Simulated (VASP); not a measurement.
# Cl3In in VASP: further runs

The runs below take Cl3In through single point, relaxation of the atoms, atomic charges, with PBE, PBE+TS.

Everything below comes from runs of VASP 6.6.1. Logs are shortened: lines on timing, memory, paths and dates and some standing lists are left out, and cuts for length are marked.

### Step 1. Starting point

The cell holds a molecule in a box, 4 atoms: a = 11.000 Å, b = 13.000 Å, c = 13.000 Å, α = 90.00°, β = 90.00°, γ = 90.00°.

### Step 2. Single point, PBE (atoms moved at random, drawn with an rms of 0.05 Å)

File INCAR:

```
PREC     = Accurate       # precision mode
ENCUT    = 520            # plane-wave cutoff, eV
EDIFF    = 1E-6           # SCF threshold, eV
ISMEAR   = 0              # smearing method
SIGMA    = 0.01           # smearing width, eV
LREAL    = F              # projectors in reciprocal space
LASPH    = T              # aspherical terms in the spheres
NELM     = 60             # most SCF steps
ALGO     = Normal         # electronic algorithm
ISIF     = 2              # what is computed and relaxed
LWAVE    = F              # write WAVECAR
LCHARG   = F              # write CHGCAR
GGA      = PE             # functional
```

File KPOINTS:

```
Automatic mesh
0
Gamma
  1 1 1
```

File POSCAR:

```
InCl3
1.0
   11.0000000000      0.0000000000      0.0000000000
    0.0000000000     13.0000000000      0.0000000000
    0.0000000000      0.0000000000     13.0000000000
Cl In
3 1
Direct
    0.4755860000      0.5626450000      0.6473140000
    0.5824670000      0.3703350000      0.4302870000
    0.4178190000      0.6345330000      0.3546840000
    0.4866710000      0.5201190000      0.4805590000
```

Potentials or basis: VASP PAW PBE potentials, release 64 (Cl, In_d).

The run is started by

```console
$ cat potpaw_PBE.64/Cl/POTCAR potpaw_PBE.64/In_d/POTCAR > POTCAR
$ mpirun -np 1 vasp_gam > vasp.out
```

OUTCAR:

```text
PREC = Accurate
   ENCUT = 520
   EDIFF = 1E-6
   ISMEAR = 0
   LREAL = F
   LASPH = T
   NELM = 60
   ISIF = 2
   GGA = PE

 ion  position               nearest neighbor table
   1  0.476  0.563  0.647-   4 2.24
   2  0.582  0.370  0.430-   4 2.31
   3  0.418  0.635  0.355-   4 2.34
   4  0.487  0.520  0.481-   1 2.24   2 2.31   3 2.34

  LATTYP: Found a simple tetragonal cell.
 ALAT       =    13.0000000000
 C/A-ratio  =     0.8461538462

  Lattice vectors:

 A1 = (   0.0000000000,  13.0000000000,   0.0000000000)
 A2 = (   0.0000000000,   0.0000000000,  13.0000000000)
 A3 = (  11.0000000000,   0.0000000000,   0.0000000000)

Analysis of symmetry for initial positions (statically):
=====================================================================
 Subroutine PRICEL returns:
 Original cell was already a primitive cell.

 Routine SETGRP: Setting up the symmetry group for a
 simple tetragonal supercell.

 Subroutine GETGRP returns: Found  1 space group operations
 (whereof  1 operations were pure point group operations)
 out of a pool of 16 trial point group operations.

The static configuration has the point symmetry C_1 .

Analysis of symmetry for dynamics (positions and initial velocities):
=====================================================================
 Subroutine PRICEL returns:
 Original cell was already a primitive cell.

 Routine SETGRP: Setting up the symmetry group for a
 simple tetragonal supercell.

 Subroutine GETGRP returns: Found  1 space group operations
 (whereof  1 operations were pure point group operations)
 out of a pool of 16 trial point group operations.

The dynamic configuration has the point symmetry C_1 .

 Subroutine INISYM returns: Found  1 space group operations
 (whereof  1 operations are pure point group operations),
 and found     1 'primitive' translations

----------------------------------------------------------------------------------------

                                     Primitive cell

  volume of cell :    1859.0000

[... 61 lines left out ...]
   ICHARG =      2    charge: 1-file 2-atom 10-const
   ISPIN  =      1    spin polarized calculation?
   LNONCOLLINEAR =      F non collinear calculations
   LSORBIT =      F    spin-orbit coupling
   LASPH  =      T    aspherical Exc in radial PAW
   ENCUT  =  520.0 eV  38.22 Ry    6.18 a.u.  20.45 24.17 24.17*2*pi/ulx,y,z
   NELM   =     60;   NELMIN=  2; NELMDL= -5     # of ELM steps
   EDIFF  = 0.1E-05   stopping-criterion for ELM
   LREAL  =      F    real-space projection
   EDIFFG = 0.1E-04   stopping-criterion for IOM
   NSW    =      0    number of steps for IOM
   IBRION =     -1    ionic relax: 0-MD 1-quasi-New 2-CG
   NFREE  =      0    steps in history (QN), initial steepest desc. (CG)
   ISIF   =      2    stress and relaxation
   ISYM   =      2    0-nonsym 1-usesym 2-fastsym
   POTIM  = 0.5000    time-step for ionic-motion
   TEBEG  =    0.0;   TEEND  =   0.0 temperature during run
   PSTRESS=    0.0 pullay stress
   NELECT =      34.0000    total number of electrons
   NUPDOWN=      -1.0000    fix difference up-down
   EMIN   =  10.00;   EMAX   =-10.00  energy-range for DOS
   EFERMI =   0.00;   METHOD = LEGACY
   ISMEAR =     0;   SIGMA  =   0.01  broadening in eV -4-tet -1-fermi 0-gaus
   EFERMI_NEDOS =   21; number of points for ismear=-14 and -15
   IALGO  =     38    algorithm
   IMIX   =      4    mixing-type and parameters
     AMIX     =   0.40;   BMIX     =  1.00
     AMIX_MAG =   1.60;   BMIX_MAG =  1.00
  volume/ion in A,a.u.               =     464.75      3136.29
  Fermi-wavevector in a.u.,A,eV,Ry     =   0.431328  0.815092  2.531284  0.186044
  Thomas-Fermi vector in A             =   1.400419
   LORBIT       =      0    0 simple, 1 ext, 2 COOP (PROOUT), +10 PAW based schemes
   GGA     = PE    functional components
   LHFCALC =     F    Hartree Fock is set to
   AEXX    =    0.0000 exact exchange contribution
   IVDW    =     0    specifies the selected vdW correction
   LEPSILON=     F    determine dielectric tensor
   LRPA    =     F    only Hartree local field effects (RPA)
 non-spin polarized calculation
 Gauss-broadening in eV      SIGMA  =   0.01
  energy-cutoff  :      520.00
  volume of cell :     1859.00
 maximum number of plane-waves:     25047
 NGX is ok and might be reduce to    84
   NGX = 41   NGY = 49   NGZ = 49

 number of electron      34.0000009 magnetization

 Free energy of the ion-electron system (eV)
  ---------------------------------------------------
  ext. energy  EPLUGINS =         0.00000000
  ---------------------------------------------------
  free energy    TOTEN  =       -11.51740277 eV

  energy without entropy =      -11.51740277  energy(sigma->0) =      -11.51740277

 E-fermi :  -7.4129     XC(G=0):  -0.9701

 val. band max:       -7.4898932097   @ k =   0.0000   0.0000   0.0000
 cond. band min:      -3.3345209956   @ k =   0.0000   0.0000   0.0000
 fundamental gap:      4.1553722141
 Fermi energy:        -7.4129459000

 k-point     1 :       0.0000    0.0000    0.0000
  band No.  band energies     occupation
      1     -21.3344      2.00000
      2     -21.0131      2.00000
      3     -20.8949      2.00000
      4     -20.2329      2.00000
      5     -20.2117      2.00000
      6     -19.5337      2.00000
[... 13 lines left out ...]
     20      -0.0515      0.00000
     21       0.2856      0.00000

------------------------ aborting loop because EDIFF is reached ----------------------------------------

  FORCE on cell =-STRESS in cart. coord.  units (eV):
  Direction    XX          YY          ZZ          XY          YZ          ZX
  --------------------------------------------------------------------------------------
  -------------------------------------------------------------------------------------
  Total       -0.0354788      0.1058308      2.1403431     -0.0471006      0.9324778     -0.3018539
  in kB       -0.0305773      0.0912101      1.8446526     -0.0405936      0.8036551     -0.2601525
  external PRESSURE =       0.6350951 kB  Pullay stress =       0.0000000 kB

 VOLUME and BASIS-vectors are now :
 -----------------------------------------------------------------------------
  energy-cutoff  :      520.00
  volume of cell :     1859.00
      direct lattice vectors                 reciprocal lattice vectors
    11.000000000  0.000000000  0.000000000     0.090909091  0.000000000  0.000000000
     0.000000000 13.000000000  0.000000000     0.000000000  0.076923077  0.000000000
     0.000000000  0.000000000 13.000000000     0.000000000  0.000000000  0.076923077

 POSITION                                       TOTAL-FORCE (eV/Angst)
 -----------------------------------------------------------------------------------
      5.23145      7.31439      8.41508        -0.105965      0.266577      1.103804
      6.40714      4.81435      5.59373         0.021575     -0.129232     -0.052502
      4.59601      8.24893      4.61089         0.035477     -0.165360      0.147607
      5.35338      6.76155      6.24727         0.048914      0.028015     -1.198909
 -----------------------------------------------------------------------------------
    total drift:                                0.000717      0.000734     -0.001108

  FREE ENERGIE OF THE ION-ELECTRON SYSTEM (eV)
  ---------------------------------------------------
  free  energy   TOTEN  =       -11.5174027664 eV

  energy  without entropy=      -11.5174027664  energy(sigma->0) =      -11.51740277
```

It took 2.3 min on 1 thread of Intel Xeon Platinum 8488C (Sapphire Rapids), shared host; peak memory 1.3 GiB.

Results:

| Property | Result |
| --- | --- |
| Free energy | -11.5174 eV |
| Largest force | 1.200 eV/Å |
| Gap between the frontier levels | 4.16 eV |

Forces in eV/Å, atoms in the order of the input:
```
Cl  -0.106  0.267  1.104
Cl   0.022 -0.129 -0.053
Cl   0.035 -0.165  0.148
In   0.049  0.028 -1.199
```

Levels at points of the mesh, in eV from the valence-band top:
| k point | band 14 | band 15 | band 16 | band 17 | band 18 | band 19 | band 20 | band 21 |
| --- | --- | --- | --- | --- | --- | --- | --- | --- |
| (0.00, 0.00, 0.00) | -0.28 | -0.13 | -0.12 | 0.00 | 4.16 | 5.43 | 7.44 | 7.78 |

Caveat: spin-orbit coupling is left out, which moves the levels of the heavy elements.

### Step 3. Relaxation of the atoms, PBE (atoms moved at random, drawn with an rms of 0.02 Å)

File INCAR:

```
SYSTEM = InCl3
ALGO = Normal
EDIFF = 1E-6
EDIFFG = -0.02
ENCUT = 520
GGA = PE
IBRION = 2
ISIF = 2
ISMEAR = 0
LASPH = .TRUE.
LCHARG = .FALSE.
LREAL = .FALSE.
LWAVE = .FALSE.
NELM = 60
NSW = 40
PREC = Accurate
SIGMA = 0.01
```

File KPOINTS:

```
k-points
0
G
  1 1 1
  0 0 0
```

File POSCAR:

```
InCl3
1.0
   11.0000000000      0.0000000000      0.0000000000
    0.0000000000     13.0000000000      0.0000000000
    0.0000000000      0.0000000000     13.0000000000
Cl In
3 1
Direct
    0.4725780000      0.5649760000      0.6491360000
    0.5805580000      0.3708810000      0.4330130000
    0.4214410000      0.6322400000      0.3549840000
    0.4893150000      0.5217410000      0.4800450000
```

Potentials or basis: VASP PAW PBE potentials, release 64 (Cl, In_d).

The run is started by

```console
$ cat potpaw_PBE.64/Cl/POTCAR potpaw_PBE.64/In_d/POTCAR > POTCAR
$ mpirun -np 1 vasp_gam > vasp.out
```

Run time: 12 min. Hardware: 1 thread of Intel Xeon Platinum 8488C (Sapphire Rapids), shared host; peak memory 1.3 GiB.

It converged, with:

```yaml
Free_energy: -11.5651 eV
Energy_gained_by_relaxing: 5.5 meV/atom
Ionic_steps: 11
Largest_force_after_relaxing: 0.006 eV/Å
Gap_between_the_frontier_levels: 4.09 eV
```

Forces in eV/Å, atoms in the order of the input:
```
Cl   0.000  0.001  0.002
Cl   0.004 -0.005  0.000
Cl  -0.004  0.005 -0.001
In   0.000 -0.001 -0.001
```

The path:
```
step  energy change (eV)  largest force (eV/Å)  pressure (GPa)
   1              0.0000                0.5787            0.09
   2             -0.0194                0.1991            0.02
   3             -0.0200                0.2060            0.01
   4             -0.0214                0.0874           -0.01
   5             -0.0215                0.0414            0.00
   6             -0.0217                0.0364            0.00
   7             -0.0219                0.0265            0.00
   8             -0.0220                0.0364            0.00
   9             -0.0220                0.0286            0.00
  10             -0.0219                0.0613            0.00
  11             -0.0220                0.0062            0.00
```

Final structure:
```
CELL_PARAMETERS angstrom
11.00000 0.00000 0.00000
0.00000 13.00000 0.00000
0.00000 0.00000 13.00000
ATOMIC_POSITIONS crystal
Cl 0.47174 0.56534 0.65154
Cl 0.58130 0.36854 0.43257
Cl 0.41989 0.63345 0.35366
In 0.49096 0.52250 0.47940
```

Levels at points of the mesh, in eV from the valence-band top:
| k point | band 14 | band 15 | band 16 | band 17 | band 18 | band 19 | band 20 | band 21 |
| --- | --- | --- | --- | --- | --- | --- | --- | --- |
| (0.00, 0.00, 0.00) | -0.15 | -0.11 | -0.10 | 0.00 | 4.09 | 5.40 | 7.49 | 7.79 |

Caveat: spin-orbit coupling is left out, which moves the levels of the heavy elements.

### Step 4. Atomic charges, PBE+TS

File INCAR:

```
ALGO     = Normal         # electronic algorithm
EDIFF    = 1E-7           # SCF threshold, eV
ENCUT    = 520            # plane-wave cutoff, eV
GGA      = PE             # functional
ISIF     = 2              # what is computed and relaxed
ISMEAR   = 0              # smearing method
IVDW     = 2              # dispersion correction
LASPH    = T              # aspherical terms in the spheres
LCHARG   = F              # write CHGCAR
LORBIT   = 11             # projections on sites
LREAL    = F              # projectors in reciprocal space
LWAVE    = F              # write WAVECAR
NELM     = 80             # most SCF steps
PREC     = Accurate       # precision mode
SIGMA    = 0.01           # smearing width, eV
```

File KPOINTS:

```
k-points
0
Gamma
  1 1 1
```

File POSCAR:

```
InCl3
1.0
   11.0000000000      0.0000000000      0.0000000000
    0.0000000000     13.0000000000      0.0000000000
    0.0000000000      0.0000000000     13.0000000000
Cl In
3 1
Direct
    0.4716500000      0.5635346200      0.6498000000
    0.5824500000      0.3707115400      0.4321923100
    0.4199136400      0.6325192300      0.3554307700
    0.4914045500      0.5222807700      0.4791153800
```

The run is started by

```console
$ cat potpaw_PBE.64/Cl/POTCAR potpaw_PBE.64/In_d/POTCAR > POTCAR
$ mpirun -np 1 vasp_gam > vasp.out
```

It took 2.5 min on 1 thread of Intel Xeon Platinum 8488C (Sapphire Rapids), shared host; peak memory 1.3 GiB.

It converged, with:

```yaml
Free_energy: -11.5917 eV
Largest_force: 0.327 eV/Å
Gap_between_the_frontier_levels: 4.27 eV
Valence_electrons_inside_the_program's_atomic_spheres: Cl 5.10; In 11.41
Hirshfeld_charges: Cl -0.19; In +0.56 e
Dispersion_energy_per_atom: -0.010 eV
```

Forces on the atoms (eV/Å):
```
Cl  -0.030  0.076  0.312
Cl   0.144 -0.281 -0.087
Cl  -0.112  0.203 -0.228
In  -0.002  0.002  0.004
```

Levels at points of the mesh, in eV from the valence-band top:
```tsv
k point	band 13	band 14	band 15	band 16	band 17	band 18	band 19	band 20	band 21
(0.00, 0.00, 0.00)	-0.16	-0.16	-0.10	-0.10	0.00	4.27	5.48	7.52	7.85
```

Caveat: spin-orbit coupling is left out, which moves the levels of the heavy elements.

### Step 5. The reference run

An earlier run on the cell as given: functional PBE; potentials or basis VASP PAW PBE potentials, release 64 (Cl, In_d); cutoff 520 eV; k mesh 1 × 1 × 1; occupations gaussian, width 0.01 eV; no spin polarisation.

* Largest force: 0.340 eV/Å
* Gap between the frontier levels: 4.27 eV

### Step 6. Summary

```tsv
task	level	cell	gap on the mesh (eV)	largest force (eV/Å)
single point	PBE	atoms moved at random, drawn with an rms of 0.05 Å	4.16	1.20
relaxation of the atoms	PBE	atoms relaxed from: atoms moved at random, drawn with an rms of 0.02 Å	4.09	0.01
atomic charges	PBE+TS	as given	4.27	0.33
single point	PBE	as given	4.27	0.34
```

Alike in all rows: potentials or basis VASP PAW PBE potentials, release 64 (Cl, In_d); no spin polarisation; k mesh 1 × 1 × 1; cutoff (eV) 520; smearing gaussian 0.01 eV.

Caveats: spin-orbit coupling is left out, which moves the levels of the heavy elements.

Total energies depend on the potentials used, so only differences within one code and one set of settings carry meaning.
